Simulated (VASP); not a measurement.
Here is the system:

```yaml
crystal:
  lattice:
    - [2.91000, 0.00000, 0.00000]
    - [0.00000, 2.91000, 0.00000]
    - [0.00000, 0.00000, 2.91000]
  atoms:
    - { symbol: Al, position: [0.50000, 0.50000, 0.50000] }
    - { symbol: Fe, position: [0.00000, 0.00000, 0.00000] }
```

Computed with PBE GGA, VASP's PBE PAW potentials (set 64) (plane waves; VASP). Numerical set-up: 300 eV cut-off, 11×11×11 Γ-centred mesh, Fermi-Dirac smearing of 0.10 eV, potentials Al Fe.

At this cut-off the stress carries a Pulay error, which pulls relaxed volumes low.

### Question
What does the run give for the energy per atom (σ→0), pressure, band gap (on the k-mesh) with the smallest direct gap where there is one?

### Answer

```json
{
 "band gap (on the k-mesh)": "none (metal, semimetal or under 0.01 eV)",
 "energy per atom (σ→0)": "-6.295 eV/atom",
 "pressure": "-6.59 GPa"
}
```

Total energies compare only between runs with the same potentials, cut-off and functional.

The structure is a typed FeAl crystal (Pm-3m). The cell was not relaxed at this level. The run is not spin-polarised, so no magnetic state was tried. The electron count is odd and the run is not spin-polarised, which forces a metal.
